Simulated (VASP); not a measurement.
# LaSbTe: structure and properties in VASP, part 4 of 5

Wanted: the relaxed cell of LaSbTe and its properties. The start is a computed cell from the Materials Project.

VASP 6.6.1; r2SCAN; plane waves and PAW (La, Sb, Te).

Still holding for the runs below: The k-mesh is coarse for a metal.

So far. Step 4 (Bands along the symmetry lines (r2SCAN)): There is no gap at this level. Step 5 (Total and projected DOS (r2SCAN)): The finer mesh and the other smearing move the Fermi level by -0.04 eV from the 5×5×2 run, a small shift, which tests the Fermi level alone. Of the states within 0.3 eV of the Fermi level, the largest shares in the PAW spheres are Te p 18 % and Sb p 18 %. The rest lies in smaller channels or between the spheres. The relaxed cell has a = 4.438, c = 9.635 Å (conventional setting).

## Step 6: Vibrations at Γ (r2SCAN)

Zone-centre modes test whether the atoms sit at a minimum within this cell. IBRION = 6 takes the force constants from differences of forces between displaced cells, so the forces must be tight.

The input, INCAR:

```
SYSTEM = LaSbTe
PREC = Accurate
ENCUT = 400
EDIFF = 1E-08
NELM = 100
ISMEAR = 1
SIGMA = 0.2
LREAL = .FALSE.
ALGO = Normal
METAGGA = R2SCAN
LASPH = .TRUE.
NBANDS = 28
LORBIT = 11
LWAVE = .FALSE.
LCHARG = .FALSE.
KPAR = 4
IBRION = 6
NFREE = 2
POTIM = 0.015
ISIF = 2
NSW = 1
```

The input, POSCAR:

```
LaSbTe
1.0
    4.4380951360      0.0000000000      0.0000000000
    0.0000000000      4.4380951360      0.0000000000
    0.0000000000      0.0000000000      9.6346655253
La Sb Te
2 2 2
Direct
    0.0000000000      0.5000000000      0.7229641278
    0.5000000000      0.0000000000      0.2770358722
    0.0000000000      0.0000000000      0.0000000000
    0.5000000000      0.5000000000      0.0000000000
    0.0000000000      0.5000000000      0.3714674415
    0.5000000000      0.0000000000      0.6285325585
```

The input, KPOINTS:

```
Automatic mesh
0
Gamma
7 7 3
0 0 0
```

PAW data sets: La, Sb and Te (PBE family, release 64).

Started as:

```console
$ mpirun -np 4 vasp_std
```

Log:

```text
[... set-up lines as in an earlier step ...]
 entering main loop
       N       E                     dE             d eps       ncg     rms          rms(c)
DAV:   1     0.277173759131E+03    0.27717E+03   -0.13494E+04  1120   0.146E+03
DAV:   2    -0.899421036918E+02   -0.36712E+03   -0.35957E+03  1568   0.329E+02
DAV:   3    -0.172139230125E+03   -0.82197E+02   -0.80146E+02  1784   0.169E+02
DAV:   4    -0.178976573394E+03   -0.68373E+01   -0.68031E+01  2120   0.548E+01
DAV:   5    -0.179550218524E+03   -0.57365E+00   -0.57235E+00  1848   0.128E+01    0.707E+00
DAV:   6    -0.170453144267E+03    0.90971E+01   -0.42900E+00  1920   0.127E+01    0.475E+00
DAV:   7    -0.170527152463E+03   -0.74008E-01   -0.80179E-01  2072   0.516E+00    0.226E+00
DAV:   8    -0.170550227593E+03   -0.23075E-01   -0.88117E-02  2056   0.193E+00    0.895E-01
DAV:   9    -0.170555935326E+03   -0.57077E-02   -0.38964E-02  2016   0.134E+00    0.240E-01
DAV:  10    -0.170554783450E+03    0.11519E-02   -0.52564E-03  2016   0.667E-01    0.150E-01
DAV:  11    -0.170554837982E+03   -0.54532E-04   -0.50997E-04  1944   0.153E-01    0.638E-02
DAV:  12    -0.170554912674E+03   -0.74692E-04   -0.16377E-04  2080   0.777E-02    0.251E-02
DAV:  13    -0.170554925210E+03   -0.12536E-04   -0.67297E-05  2176   0.439E-02    0.142E-02
DAV:  14    -0.170554928222E+03   -0.30119E-05   -0.25335E-05  2160   0.277E-02    0.573E-03
DAV:  15    -0.170554929099E+03   -0.87674E-06   -0.25980E-06  2064   0.115E-02    0.286E-03
DAV:  16    -0.170554928978E+03    0.12150E-06   -0.17081E-06  2128   0.678E-03    0.188E-03
DAV:  17    -0.170554928818E+03    0.16007E-06   -0.46133E-07  2240   0.343E-03    0.639E-04
DAV:  18    -0.170554928892E+03   -0.74769E-07   -0.34203E-08  1560   0.107E-03    0.246E-04
DAV:  19    -0.170554928891E+03    0.11478E-08   -0.26277E-09  1088   0.623E-04
   1 F= -.17055493E+03 E0= -.17055204E+03  d E =-.867792E-02
 Found     6 degrees of freedom:
 Finite differences POTIM= 0.01500 DOF=   6
 bond charge predicted
       N       E                     dE             d eps       ncg     rms          rms(c)
DAV:   1    -0.170545359014E+03    0.95699E-02   -0.50642E-01  2948   0.403E+00    0.232E-01
DAV:   2    -0.170553968806E+03   -0.86098E-02   -0.55752E-02  4088   0.198E+00    0.101E-01
DAV:   3    -0.170554390137E+03   -0.42133E-03   -0.30950E-03  4148   0.408E-01    0.842E-02
DAV:   4    -0.170554408420E+03   -0.18283E-04   -0.51839E-04  3904   0.136E-01    0.351E-02
DAV:   5    -0.170554464083E+03   -0.55663E-04   -0.32567E-04  4464   0.946E-02    0.179E-02
DAV:   6    -0.170554472948E+03   -0.88657E-05   -0.92309E-05  4400   0.567E-02    0.126E-02
DAV:   7    -0.170554473921E+03   -0.97244E-06   -0.11503E-05  4672   0.286E-02    0.837E-03
DAV:   8    -0.170554471248E+03    0.26731E-05   -0.14426E-05  3912   0.298E-02    0.296E-03
DAV:   9    -0.170554471235E+03    0.12769E-07   -0.50637E-06  4328   0.135E-02    0.201E-03
DAV:  10    -0.170554471141E+03    0.93496E-07   -0.84349E-07  4632   0.803E-03    0.145E-03
DAV:  11    -0.170554471161E+03   -0.19533E-07   -0.86885E-08  4072   0.185E-03    0.763E-04
DAV:  12    -0.170554471210E+03   -0.49371E-07   -0.69826E-07  4088   0.612E-03    0.674E-04
DAV:  13    -0.170554471153E+03    0.57818E-07   -0.27564E-07  4400   0.452E-03    0.151E-04
DAV:  14    -0.170554471142E+03    0.10440E-07   -0.15390E-08  2712   0.820E-04    0.972E-05
DAV:  15    -0.170554471138E+03    0.43160E-08   -0.22324E-09  2000   0.642E-04
   2 F= -.17055447E+03 E0= -.17055158E+03  d E =-.867471E-02
[... from here on, the cycles between the ionic steps are left out ...]
   3 F= -.17055447E+03 E0= -.17055158E+03  d E =-.867472E-02
   4 F= -.17055355E+03 E0= -.17055063E+03  d E =-.876355E-02
   5 F= -.17055514E+03 E0= -.17055226E+03  d E =-.863951E-02
   6 F= -.17055556E+03 E0= -.17055285E+03  d E =-.813364E-02
   7 F= -.17055556E+03 E0= -.17055285E+03  d E =-.813361E-02
   8 F= -.17055452E+03 E0= -.17055163E+03  d E =-.868165E-02
   9 F= -.17055452E+03 E0= -.17055163E+03  d E =-.868172E-02
  10 F= -.17055441E+03 E0= -.17055152E+03  d E =-.867450E-02
  11 F= -.17055441E+03 E0= -.17055152E+03  d E =-.867450E-02
  12 F= -.17055454E+03 E0= -.17055166E+03  d E =-.862561E-02
 Finite differences progress:
  Degree of freedom:   6/  6
  Displacement:        1/  2
  Total:              11/ 12
 bond charge predicted
       N       E                     dE             d eps       ncg     rms          rms(c)
DAV:   1    -0.170550996131E+03    0.35438E-02   -0.50051E-01  1124   0.236E+00    0.271E-01
DAV:   2    -0.170554351967E+03   -0.33558E-02   -0.25901E-02  1848   0.121E+00    0.102E-01
DAV:   3    -0.170554383226E+03   -0.31259E-04   -0.13444E-03  1952   0.227E-01    0.823E-02
DAV:   4    -0.170554373089E+03    0.10138E-04   -0.16943E-04  1968   0.794E-02    0.473E-02
DAV:   5    -0.170554380789E+03   -0.77008E-05   -0.60308E-05  1824   0.422E-02    0.112E-02
DAV:   6    -0.170554383651E+03   -0.28616E-05   -0.11235E-05  2072   0.206E-02    0.132E-02
DAV:   7    -0.170554383912E+03   -0.26072E-06   -0.82101E-07  2080   0.573E-03    0.920E-03
DAV:   8    -0.170554384053E+03   -0.14096E-06   -0.47576E-07  1832   0.499E-03    0.387E-03
DAV:   9    -0.170554384075E+03   -0.22301E-07   -0.17325E-07  1888   0.225E-03    0.808E-04
DAV:  10    -0.170554384062E+03    0.12940E-07   -0.25747E-08  1296   0.162E-03    0.341E-04
DAV:  11    -0.170554384059E+03    0.34656E-08   -0.92954E-09   992   0.120E-03
  13 F= -.17055438E+03 E0= -.17055147E+03  d E =-.874542E-02
 Finite differences progress:
  Degree of freedom:   6/  6
  Displacement:        2/  2
  Total:              12/ 12
```

Wall time 32 min (4 MPI ranks of Intel Xeon Platinum 8259CL at 2.50GHz (Skylake/Cascade Lake), shared host); peak memory 1.8 GiB; 2.1 h of CPU time.

OUTCAR, selected parts (step 6):

```text
   k-points           NKPTS =     20   k-points in BZ     NKDIM =     20   number of bands    NBANDS=     28

   NELECT =      44.0000    total number of electrons

 E-fermi :   7.0284

 k-point     1 :       0.0000    0.0000    0.0000
  band No.  band energies     occupation
    ...
     17       5.3395      2.00000
     18       5.3395      2.00000
     19       6.4303      2.00020
     20       6.4951      2.00107
     21       6.4951      2.00107
     22       7.1749      0.05857
     23       7.7439     -0.00001
     24       9.1738     -0.00000
     25       9.3108     -0.00000
     26       9.4365     -0.00000
    ...

  Total       -0.6406691     -0.6406691      0.2701924      0.0000000      0.0000000      0.0000000
  in kB       -5.4089692     -5.4089692      2.2811499      0.0000000      0.0000000      0.0000000
  external PRESSURE =      -2.8455961 kB  Pullay stress =       0.0000000 kB

 POSITION                                       TOTAL-FORCE (eV/Angst)
 -----------------------------------------------------------------------------------
      0.00000      2.21905      6.96552         0.000000      0.000000     -0.068043
      2.21905      0.00000      2.66915         0.000000      0.000000      0.031318
      0.00000      0.00000      0.00000         0.000000      0.000000     -0.008354
      2.21905      2.21905      0.00000         0.000000      0.000000     -0.008354
      0.00000      2.21905      3.56396         0.000000      0.000000      0.067796
      2.21905      0.00000      6.05570         0.000000      0.000000     -0.014363
 -----------------------------------------------------------------------------------
    total drift:                                0.000001     -0.000000      0.000682

  FREE ENERGIE OF THE ION-ELECTRON SYSTEM (eV)
  ---------------------------------------------------
  free  energy   TOTEN  =      -170.5543840585 eV

  energy  without entropy=     -170.5456386378  energy(sigma->0) =     -170.55146892

 Eigenvectors and eigenvalues of the dynamical matrix
 ----------------------------------------------------

   1 f  =    3.898613 THz    24.495709 2PiTHz  130.043736 cm-1    16.123361 meV
             X         Y         Z           dx          dy          dz
      0.000000  2.219048  6.965518     0.000000    0.000000   -0.554889
      2.219048  0.000000  2.669148    -0.000000   -0.000000   -0.554889
      0.000000  0.000000  0.000000     0.000000   -0.000000    0.387004
      2.219048  2.219048  0.000000    -0.000000    0.000000    0.387004
      0.000000  2.219048  3.578965     0.000000    0.000000    0.205732
      2.219048  0.000000  6.055701    -0.000000   -0.000000    0.205732

   2 f  =    3.896462 THz    24.482192 2PiTHz  129.971976 cm-1    16.114464 meV
             X         Y         Z           dx          dy          dz
      0.000000  2.219048  6.965518    -0.389518   -0.233811   -0.000000
      2.219048  0.000000  2.669148     0.389518    0.233811   -0.000000
      0.000000  0.000000  0.000000    -0.032478    0.019495    0.000000
      2.219048  2.219048  0.000000     0.032478   -0.019495    0.000000
      0.000000  2.219048  3.578965    -0.463448   -0.278189    0.000000
      2.219048  0.000000  6.055701     0.463448    0.278189    0.000000

   3 f  =    3.896462 THz    24.482192 2PiTHz  129.971976 cm-1    16.114464 meV
             X         Y         Z           dx          dy          dz
      0.000000  2.219048  6.965518    -0.233811    0.389518    0.000000
      2.219048  0.000000  2.669148     0.233811   -0.389518    0.000000
      0.000000  0.000000  0.000000    -0.019495   -0.032478   -0.000000
      2.219048  2.219048  0.000000     0.019495    0.032478   -0.000000
      0.000000  2.219048  3.578965    -0.278189    0.463448   -0.000000
      2.219048  0.000000  6.055701     0.278189   -0.463448   -0.000000

   4 f  =    3.830571 THz    24.068185 2PiTHz  127.774081 cm-1    15.841960 meV
             X         Y         Z           dx          dy          dz
[...]
2.219048  2.219048  0.000000     0.000000   -0.000000   -0.440486
      0.000000  2.219048  3.578965    -0.000000   -0.000000    0.542911
      2.219048  0.000000  6.055701     0.000000   -0.000000    0.542911

   8 f  =    2.934142 THz    18.435755 2PiTHz   97.872426 cm-1    12.134629 meV
             X         Y         Z           dx          dy          dz
      0.000000  2.219048  6.965518    -0.000000   -0.000000   -0.262584
      2.219048  0.000000  2.669148     0.000000    0.000000    0.262584
      0.000000  0.000000  0.000000     0.000000    0.000000   -0.000000
      2.219048  2.219048  0.000000     0.000000    0.000000   -0.000000
      0.000000  2.219048  3.578965    -0.000000   -0.000000    0.656544
      2.219048  0.000000  6.055701     0.000000   -0.000000   -0.656544

   9 f  =    2.493006 THz    15.664020 2PiTHz   83.157736 cm-1    10.310241 meV
             X         Y         Z           dx          dy          dz
      0.000000  2.219048  6.965518     0.000000   -0.000000   -0.000000
      2.219048  0.000000  2.669148    -0.000000    0.000000   -0.000000
      0.000000  0.000000  0.000000     0.000000    0.000000    0.707107
      2.219048  2.219048  0.000000     0.000000    0.000000   -0.707107
      0.000000  2.219048  3.578965    -0.000000    0.000000   -0.000000
      2.219048  0.000000  6.055701     0.000000   -0.000000   -0.000000

  10 f  =    1.769738 THz    11.119589 2PiTHz   59.032091 cm-1     7.319043 meV
             X         Y         Z           dx          dy          dz
      0.000000  2.219048  6.965518    -0.227473    0.013602    0.000000
      2.219048  0.000000  2.669148    -0.227473    0.013602    0.000000
      0.000000  0.000000  0.000000     0.592005   -0.035400    0.000000
      2.219048  2.219048  0.000000     0.592005   -0.035400   -0.000000
      0.000000  2.219048  3.578965    -0.309846    0.018528   -0.000000
      2.219048  0.000000  6.055701    -0.309846    0.018528    0.000000

  11 f  =    1.769738 THz    11.119589 2PiTHz   59.032091 cm-1     7.319043 meV
             X         Y         Z           dx          dy          dz
      0.000000  2.219048  6.965518     0.013602    0.227473    0.000000
      2.219048  0.000000  2.669148     0.013602    0.227473   -0.000000
      0.000000  0.000000  0.000000    -0.035400   -0.592005    0.000000
      2.219048  2.219048  0.000000    -0.035400   -0.592005   -0.000000
      0.000000  2.219048  3.578965     0.018528    0.309846    0.000000
      2.219048  0.000000  6.055701     0.018528    0.309846   -0.000000

  12 f  =    1.602470 THz    10.068614 2PiTHz   53.452638 cm-1     6.627279 meV
             X         Y         Z           dx          dy          dz
      0.000000  2.219048  6.965518    -0.137993   -0.520086    0.000000
      2.219048  0.000000  2.669148     0.137993    0.520086   -0.000000
      0.000000  0.000000  0.000000    -0.013229    0.049859   -0.000000
      2.219048  2.219048  0.000000     0.013229   -0.049859    0.000000
      0.000000  2.219048  3.578965     0.116907    0.440614   -0.000000
      2.219048  0.000000  6.055701    -0.116907   -0.440614    0.000000

  13 f  =    1.602470 THz    10.068614 2PiTHz   53.452638 cm-1     6.627279 meV
             X         Y         Z           dx          dy          dz
      0.000000  2.219048  6.965518     0.520086   -0.137993   -0.000000
      2.219048  0.000000  2.669148    -0.520086    0.137993   -0.000000
      0.000000  0.000000  0.000000     0.049859    0.013229   -0.000000
      2.219048  2.219048  0.000000    -0.049859   -0.013229    0.000000
      0.000000  2.219048  3.578965    -0.440614    0.116907    0.000000
      2.219048  0.000000  6.055701     0.440614   -0.116907   -0.000000
    [... 42 further lines ...]
      2.219048  2.219048  0.000000     0.466242   -0.527752   -0.000000
      0.000000  2.219048  3.578965    -0.002858   -0.003235   -0.000000
      2.219048  0.000000  6.055701     0.002858    0.003235   -0.000000

 ELASTIC MODULI CONTR FROM IONIC RELAXATION (kBar)
 Direction    XX          YY          ZZ          XY          YZ          ZX
 --------------------------------------------------------------------------------
 XX         -35.4725    -17.4861     36.2847      0.0000      0.0000     -0.0000
 YY         -17.4861    -35.4725     36.2847      0.0000     -0.0000      0.0000
 ZZ          36.2847     36.2847    -50.9042      0.0000      0.0000     -0.0000
 XY           0.0000      0.0000      0.0000      0.0000      0.0000      0.0000
 YZ           0.0000     -0.0000      0.0000      0.0000    -23.3172     -0.0000
 ZX          -0.0000      0.0000     -0.0000      0.0000     -0.0000    -23.3173
 --------------------------------------------------------------------------------

[... 8 parts as in an earlier step ...]

[... 8 further parts left out ...]
```

The last energy, forces, stress and levels in OUTCAR belong to the last displaced cell, not to the cell of POSCAR.

Numbers from this step:

```yaml
bands: 28
pressure_of_the_cell: -0.2929 GPa
largest_force_of_the_cell: 0.05342 eV/Å
```

Modes at Γ, with each element's share of the kinetic energy (negative means imaginary):

```tsv
mode	frequency (cm⁻¹)	symmetry	La %	Sb %	Te %
1	-166.6	Eg	1	99	0
2	-166.6	Eg	1	99	0
3	-2.0	acoustic	38	29	33
4	-2.0	acoustic	38	29	33
5	-0.5	acoustic	36	31	33
6	53.5	Eg	58	1	42
7	53.5	Eg	58	1	42
8	59.0	Eu	10	70	19
9	59.0	Eu	10	70	19
10	83.2	Bg	0	100	0
11	97.9	A1g	14	0	86
12	103.2	A2u	2	39	59
13	111.1	A1g	86	0	14
14	127.8	Eu	52	1	47
15	127.8	Eu	52	1	47
16	130.0	Eg	41	0	58
17	130.0	Eg	41	0	58
18	130.0	A2u	62	30	8
```

Displacements in mode 2 (-166.6 cm⁻¹), the largest set to 1:
```
La1  0.08 -0.08  0.00
La2 -0.08  0.08  0.00
Sb3 -1.00 -0.88  0.00
Sb4  1.00  0.88  0.00
Te5 -0.01  0.01  0.00
Te6  0.01 -0.01  0.00
```

Displacements in mode 12 (103.2 cm⁻¹), the largest set to 1:
```
La1  0.00  0.00 -0.19
La2  0.00  0.00 -0.19
Sb3  0.00  0.00 -0.83
Sb4  0.00  0.00 -0.83
Te5  0.00  0.00  1.00
Te6  0.00  0.00  1.00
```

The three acoustic modes lie within 2.0 cm⁻¹ of zero, but 2 optical modes are imaginary, so the cell is a saddle point and not a minimum. By the characters of their eigenvectors the optical modes sort into (cm⁻¹) Raman active: Eg 167i, Eg 53, Bg 83, A1g 98, A1g 111, Eg 130; infrared active: Eu 59, A2u 103, Eu 128, A2u 130. B labels carry no number here, since it depends on the setting of the axes. With a centre of inversion no mode is active in both.

(Continued in part 5 of 5.)

[Lines on the potential files, build, host, timing and source positions are cut from VASP's logs without a mark.]

[Logs are printed without paths, hosts, clocks, repeated set-up lines and the standing remarks that a program may print on its own settings, such as how far it seeks lower states.]

[Hosts, paths, dates, database ids (printed as entryN), source tags and the programs' standing remarks are cut or masked in the printed files.]

[A measured line is paired with the nearest computed mode of its activity, which favours agreement.]

[In band tables of VASP the shares of atoms and orbitals are scaled to a sum of 1 inside the atoms' spheres.]
